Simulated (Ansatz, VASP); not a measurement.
**Zr2CF2 (Zr2CF2 MXene, 1 layer) in two plane-wave programs**

One calculation is typed for both programs; each brings its own data sets. How far apart do they land? The structure shown is the start of the Ansatz relaxation below; VASP solves that cell, so the two are compared at the walk's first step.

Method: plane waves, with VASP 6.6.1 beside it; single point at PBE, in Ansatz 0.2.0.

## Step 1: The starting structure

The cell holds 5 atoms: 2 F, 2 Zr and 1 C. Its edges and angles: a = 3.289 Å, b = 3.289 Å, c = 19.591 Å, α = 90.0°, β = 90.0°, γ = 120.0°. Vacuum lies along c.

## Step 2: Ansatz: relaxation, PBE

Ansatz runs on its default PAW (the set named soft_2) files.

The two programs are compared at the cell with which this relaxation starts, whose forces are those of its first step.

The input, input.yaml:

```yaml
crystal:
  lattice:
    - [3.289, 0.0, 0.0]
    - [-1.6445, 2.848357553, 0.0]
    - [0.0, 0.0, 19.5906824036]
  atoms:
    - { symbol: F, position: [0.3333333333, 0.6666666667, 0.3828350563] }
    - { symbol: Zr, position: [0.6666666667, 0.3333333333, 0.4337566836] }
    - { symbol: C, position: [0.0, 0.0, 0.5] }
    - { symbol: Zr, position: [0.3333333333, 0.6666666667, 0.5662433164] }
    - { symbol: F, position: [0.6666666667, 0.3333333333, 0.6171649437] }
kpoints:
  mp_grid: { grid: [12, 12, 1] }
hamiltonian:
  xc: pbe
scf:
  occupations: { method: fermi_dirac, width: 0.05 }
  convergence: { dr2_threshold: 1.0e-08 }
efield:
  axis: 3
  dipole_correction: true
  ramp_position: 0.97
  ramp_width: 0.04
relax:
  f_tol: 0.01
  cell: { fix: [c, alpha, beta] }
output:
  write_potential: true
  write_density: true
  volumetric_format: npy
```

Launch:

```bash
$ ansatz run input.yaml --threads 2 --pin off --max-ram 4096MiB --backend cpu --events-out ev --progress --plain --runs-dir out
```

Numbers of over 12 decimals in the logs are rounded to 6 here.

The program printed:

```text
Warning: relax.cell: scf.convergence.dr2_threshold = 1e-8 eV is looser than the 5e-10 eV advised for a relaxation that steers and ends on the stress (1e-10 eV for each atom of the cell: 5). What an SCF threshold leaves in a stress goes as its square root, and in the free energy as the threshold itself, and one threshold admits the most on a small cell: [figures from the program's tests cut] Set scf.convergence.dr2_threshold to 5e-10 eV or tighter. The threshold is an SCF's pass mark: one that does not reach it within its budget of iterations ends unconverged, or closes short of it on a stop that the run arms, and scf.convergence.dr2_threshold's page says what that costs each kind of run
Engine: ansatz 0.2.0, aarch64-unknown-linux-gnu
Pseudopotentials: kind: paw
Pseudopotential: F, paw, valence charge 7, recommended cutoff 420 eV (normal), F.paw.azcp
Pseudopotential: Zr, paw, valence charge 12, recommended cutoff 420 eV (normal), Zr.paw.azcp
Pseudopotential: C, paw, valence charge 4, recommended cutoff 420 eV (normal), C.paw.azcp
Functional definition: PBE
  parameter kappa = 0.804
  parameter beta = 0.066725
  exchange = pbe_x(kappa = kappa, mu = beta*pi^2/3)
  correlation = pbe_c(beta = beta)
Crystal: 5 atoms, lattice volume = 183.530 Å³
Basis set: ecut = 420 eV, 3665 PW (Γ), exchange–correlation on 48×48×270 points (8 copies of the dense FFT grid, shifted against one another)
Bands: 26, of which v1, the nominal top of the filled ones, is band 21 counted from 1 (20 counted from 0)
Symmetry: 6 space group operations
k-points: 19 of 144 (time reversal used)
Non-local potential: F, projectors of the file, l = 0: 2, l = 1: 2, l = 2: 1
Non-local potential: Zr, projectors of the file, l = 0: 3, l = 1: 2, l = 2: 2, l = 3: 2
Non-local potential: C, projectors of the file, l = 0: 2, l = 1: 2, l = 2: 1
PAW form: soft (Blöchl's): semilocal exchange-correlation on the pseudo side does not see the compensation charge
PAW one-centre angular grid: F, 110 points (default); XC on 64 Gauss nodes
PAW one-centre angular grid: Zr, 590 points (default); XC on 64 Gauss nodes
PAW one-centre angular grid: C, 110 points (default); XC on 64 Gauss nodes
Initial density: superposition of atomic densities (neutral atoms: chi_scale 0, normalization atom), corrected by the library's trained network
Initial wavefunctions: pseudopotential atomic-orbital guess
Functional: x = pbe(κ = 0.804, μ = 0.219515), c = pbe(β = 0.066725)
SCF iter   1: F=—  HF=-10239.899317 eV  |F-HF|=—  |Δ(HF+E_count)|=         —  Δρ=4.24e-3  dr2=5.79e-2  ethr=1.77e-3  p=-0.001 e·Å  D=-8.79e-4 V/Å  ΔV_dip=0.02 eV  dr2_dipole=9.31e-6  V_vac-E_F(+/−)=2.17/2.15 eV  ⟨swp⟩=6.1  Hψ=2397  notcnv=0
efield: sawtooth ramp at fractional position 0.9700 (set: `efield.ramp_position`, or a place that a band, a saddle search or an elastic batch's reference lends), width 0.0400; the density the first Hamiltonian is built on has a dipole p = -0.001 e·Å; the dipole correction subtracts the counter field D = -8.79e-4 V/Å, which shifts the + side's vacuum level by +0.02 eV against the − side's; the planar-averaged density in the ramp window peaks in size at 7.2e-5 e/Å³
preconditioner: auto → LDOS  [metal: Δε(μ)=0.103 eV  Ē_g=8.891 eV  σ=0.050 eV  W_gap=0.46  n_scr=12 (ndim 8)  ℏωp=12.9 eV  f_vac=0.638  D(μ)=1.17/eV (n_scr^D=6)  β→1.0]
SCF iter   2: F=—  HF=-10239.901585 eV  |F-HF|=—  |Δ(HF+E_count)|=   2.27e-3  Δρ=4.78e-3  dr2=3.50e-2  ethr=1.38e-4  p=0.000 e·Å  D=3.19e-4 V/Å  ΔV_dip=-0.01 eV  dr2_dipole=4.92e-6  V_vac-E_F(+/−)=1.31/1.31 eV  ⟨swp⟩=4.1  Hψ=1353  notcnv=0  defer=4
SCF iter   3: F=—  HF=-10239.891343 eV  |F-HF|=—  |Δ(HF+E_count)|=   1.02e-2  Δρ=1.16e-3  dr2=2.02e-3  ethr=8.33e-5  p=-0.000 e·Å  D=-1.60e-4 V/Å  ΔV_dip=0.00 eV  dr2_dipole=3.70e-7  V_vac-E_F(+/−)=1.59/1.58 eV  ⟨swp⟩=2.6  Hψ=949  notcnv=0  defer=4
SCF iter   4: F=—  HF=-10239.890837 eV  |F-HF|=—  |Δ(HF+E_count)|=   5.06e-4  Δρ=1.63e-4  dr2=9.52e-5  ethr=4.82e-6  p=-0.000 e·Å  D=-2.21e-5 V/Å  ΔV_dip=0.00 eV  dr2_dipole=4.76e-9  V_vac-E_F(+/−)=1.52/1.52 eV  ⟨swp⟩=2.0  Hψ=771  notcnv=0  defer=4
SCF iter   5: F=—  HF=-10239.890819 eV  |F-HF|=—  |Δ(HF+E_count)|=   1.88e-5  Δρ=7.92e-5  dr2=1.71e-5  ethr=2.27e-7  p=-0.000 e·Å  D=-4.45e-6 V/Å  ΔV_dip=0.00 eV  dr2_dipole=2.43e-10  V_vac-E_F(+/−)=1.50/1.50 eV  ⟨swp⟩=2.2  Hψ=889  notcnv=0  defer=4
SCF iter   6: F=—  HF=-10239.890816 eV  |F-HF|=—  |Δ(HF+E_count)|=   2.43e-6  Δρ=2.22e-5  dr2=6.04e-7  ethr=4.06e-8  p=0.000 e·Å  D=7.99e-7 V/Å  ΔV_dip=-0.00 eV  dr2_dipole=4.16e-12  V_vac-E_F(+/−)=1.50/1.50 eV  ⟨swp⟩=2.0  Hψ=715  notcnv=0  defer=4
[...]
SCF 6 converged in 6 iterations: F = -10241.080846 eV  dr2 = 1.19e-9
relax step   6: F+E_penalty+E_count = -10241.08084583 eV  Δ(F+E_penalty+E_count) = -6.282e-4 eV  max|allowed force component| = 5.646e-4 eV/Å  Δτ_max = 0.0030 Å  P = -0.014 GPa  Ω = 185.147 Å³  energy of the carried Pulay correction = -1.512e-3 eV  fix = [c, alpha, beta]  reactions: c -0.027 GPa  (6 SCF iters, accepted)
Initial wavefunctions: pseudopotential atomic-orbital guess (no wavefunctions were taken with the density)
iter 1 solved again at ethr=5.27e-7 eV; its pass at ethr=3.10e-3 eV (dr2=2.21e-4 eV) is discarded
SCF iter   1: F=—  HF=-10241.082417 eV  |F-HF|=—  |Δ(HF+E_count)|=         —  Δρ=4.84e-5  dr2=5.38e-7  ethr=5.27e-7  p=0.000 e·Å  D=2.15e-7 V/Å  ΔV_dip=-0.00 eV  dr2_dipole=2.64e-13  V_vac-E_F(+/−)=3.98/3.98 eV  ⟨swp⟩=4.3  Hψ=3856  notcnv=0
efield: sawtooth ramp at fractional position 0.9700 (set: `efield.ramp_position`, or a place that a band, a saddle search or an elastic batch's reference lends), width 0.0400; the density the first Hamiltonian is built on has a dipole p = 0.000 e·Å; the dipole correction subtracts the counter field D = 2.15e-7 V/Å, which shifts the + side's vacuum level by -0.00 eV against the − side's; the planar-averaged density in the ramp window peaks in size at 6.0e-7 e/Å³
preconditioner: auto → LDOS  [metal: Δε(μ)=0.048 eV  Ē_g=8.224 eV  σ=0.050 eV  W_gap=0.23  n_scr=12 (ndim 8)  ℏωp=12.8 eV  f_vac=0.628  D(μ)=1.42/eV (n_scr^D=6)  β→1.0]
SCF iter   2: F=—  HF=-10241.082450 eV  |F-HF|=—  |Δ(HF+E_count)|=   3.32e-5  Δρ=2.05e-5  dr2=4.53e-7  ethr=1.28e-9  p=-0.000 e·Å  D=-4.50e-7 V/Å  ΔV_dip=0.00 eV  dr2_dipole=2.51e-13  V_vac-E_F(+/−)=3.98/3.98 eV  ⟨swp⟩=3.2  Hψ=1075  notcnv=0
SCF iter   3: F=—  HF=-10241.082449 eV  |F-HF|=—  |Δ(HF+E_count)|=   9.54e-7  Δρ=7.14e-6  dr2=5.45e-8  ethr=1.08e-9  p=0.000 e·Å  D=1.38e-7 V/Å  ΔV_dip=-0.00 eV  dr2_dipole=1.31e-15  V_vac-E_F(+/−)=3.98/3.98 eV  ⟨swp⟩=2.0  Hψ=741  notcnv=0
SCF iter   4: F=-10241.082450 eV  HF=-10241.082450 eV  |F-HF|=1.23e-7  |Δ(HF+E_count)|=   7.24e-7  Δρ=1.44e-6  dr2=1.89e-9  ethr=2.38e-11  p=0.000 e·Å  D=2.07e-7 V/Å  ΔV_dip=-0.00 eV  dr2_dipole=1.32e-13  V_vac-E_F(+/−)=3.98/3.98 eV  ⟨swp⟩=10.3  Hψ=4059  notcnv=0
SCF 7 converged in 4 iterations: F = -10241.082450 eV  dr2 = 1.89e-9
relax step   7: F+E_penalty+E_count = -10241.08245031 eV  Δ(F+E_penalty+E_count) = -1.604e-3 eV  max|allowed force component| = 8.579e-4 eV/Å  Δτ_max = 0.0000 Å  P = +0.015 GPa  Ω = 185.147 Å³  fix = [c, alpha, beta]  reactions: c +0.002 GPa  stress off target by 2.15e-2 GPa on what of the cell is left free  SCF on the basis re-selected at this cell (its energy is not comparable with the rows above)  (4 SCF iters)
basis re-selected at this cell: Δ(F+E_penalty+E_count) = -1.604e-3 eV, ΔP = +0.029 GPa vs the last step (what re-selecting the basis moved, of the pressure what is left beyond the Pulay correction that the steps carried, after the strain that the cell walked since its last selection, with what the two solves' SCF thresholds leave and, on support functions, any second-order correction that the steps lacked; it is no m [...]
WARN: The output density's exchange-correlation potential varies sharply where the density is thin. Do not read a vacuum level from v_tot or v_xc, or from such a field of the output density. On a cell that repeats whose density bears no net charge and no dipole along the vacuum's axis use v_es (v_loc + v_h of the components); under efield.dipole_correction with no amplitude use v_es + v_field, which holds any externa [...]
SCF converged after 4 iterations
Free energy (F): -10241.082450 eV
Harris-Foulkes:  -10241.082450 eV  (|F-HF|=1.23e-7)
Internal energy: -10241.070663 eV  (E = F + TS)
E sigma→0 (E₀):  -10241.076557 eV
Entropy (-TS):   -0.011788 eV (-2.358 meV/atom)
Fermi energy:    2.155312 eV
Dipole field:    D = 0.000001 V/Å  (p = 0.000001 e·Å, saw-weighted, corrected)
Work function:   Φ+ = 3.9825 eV   Φ− = 3.9825 eV
Levels:          The Fermi level and band energies are counted from a zero that moves with the ramp; work functions are not
--- Per-component energies (eV) ---
  E_band       = -669.569855
  E_kinetic    = 1172.154416
  E_local      = -27931.030273  (includes V_loc(G=0)·N_el)
  E_nonlocal   = 330.861367
  E_hartree    = 13353.035770
  E_xc         = -534.147782
  E_vxc        = -650.194327  (∫ρ·V_xc dr)
  E_paw        = -6406.820212  (= ΣΔE_a)
  E_vpaw       = -297.433728  (= ΣTr[D̂ρ^β])
  E_aug_tail   = 0.004130  (compensation charges beyond the density's cutoff)
  E_efield     = 0.000000  (sawtooth field / dipole correction)
  E_vefield    = -0.000006  (∫n·V_field dr)
  E_ewald      = 9774.871921
  E_smearing   = -0.011788  (= −TS)
  E_closure    = 0.000000  (closes the sum)
  Σ components = -10241.082450   (vs F -10241.082450, Δ=0.00e0)
--- Forces (eV/Å), atoms counted from 1 ---
  atom   1  F      0.00000000     0.00000000    -0.00081510
  atom   2  Zr     0.00000000     0.00000000     0.00085763
  atom   3  C     -0.00000000     0.00000000    -0.00000023
  atom   4  Zr    -0.00000000    -0.00000000    -0.00085788
  atom   5  F      0.00000000    -0.00000000     0.00081563
  max |Σ_I F_I| component: 5.35e-8 eV/Å
--- Stress (GPa, compression-positive) ---
        0.021531       0.000000       0.000000
        0.000000       0.021531       0.000000
        0.000000       0.000000       0.001529
  P = ⅓ Tr σ = 0.0149 GPa (0.149 kbar)
--- Band table (eV; the first three rows and the last of 19) ---
  k-point 0: bands = [... 17 lower, -2.1004, -0.9069, -0.9069, 2.3203, 2.3203, 2.6065, 4.0175, 4.3863, ... 1 higher]
  k-point 1: bands = [... 17 lower, -2.0311, -1.0938, -0.9230, 2.0747, 2.4659, 2.6662, 4.1719, 4.2955, ... 1 higher]
  k-point 2: bands = [... 17 lower, -1.8714, -1.4774, -0.9487, 1.5317, 2.8815, 2.8816, 4.1542, 4.2370, ... 1 higher]
  k-point 18: bands = [... 17 lower, -1.9211, -1.9211, -1.1993, 2.5716, 3.3537, 3.3537, 4.7670, 5.2179, ... 1 higher]
--- Relaxed structure (6 steps of the walk, 6 accepted, 1 SCFs on fresh bases) ---
  F+E_penalty+E_count = -10241.08245031 eV   max|allowed force component| = 8.579e-4 eV/Å   (the final SCF, on the basis selected at the relaxed cell)
  cell:  # Å, volume = 185.1466 Å³
    - [3.303450, 0.0, 0]
    - [-1.651725, 2.860872, 0]
    - [0, 0, 19.5906824036]
  atoms:
    - { symbol: F, position: [0.333333, 0.666667, 0.369180] }
    - { symbol: Zr, position: [0.666667, 0.333333, 0.437163] }
    - { symbol: C, position: [0, 0, 0.500000] }
    - { symbol: Zr, position: [0.333333, 0.666667, 0.562837] }
    - { symbol: F, position: [0.666667, 0.333333, 0.630820] }
```

In the SCF lines HF is the Harris–Foulkes energy and dr2 the Hartree energy of the density residual, in eV; the loop may stop once dr2 is under the threshold and the program's other checks hold. Hψ counts applications of the Hamiltonian.

(Part 1 of 2 ends here.)

[Lines on the potential files, build, host, timing and source positions are cut from VASP's logs without a mark.]

[Logs are printed without paths, hosts, clocks, repeated set-up lines and the standing remarks that a program may print on its own settings, such as how far it seeks lower states.]

[Hosts, paths, dates, database ids (printed as entryN), source tags and the programs' standing remarks are cut or masked in the printed files.]
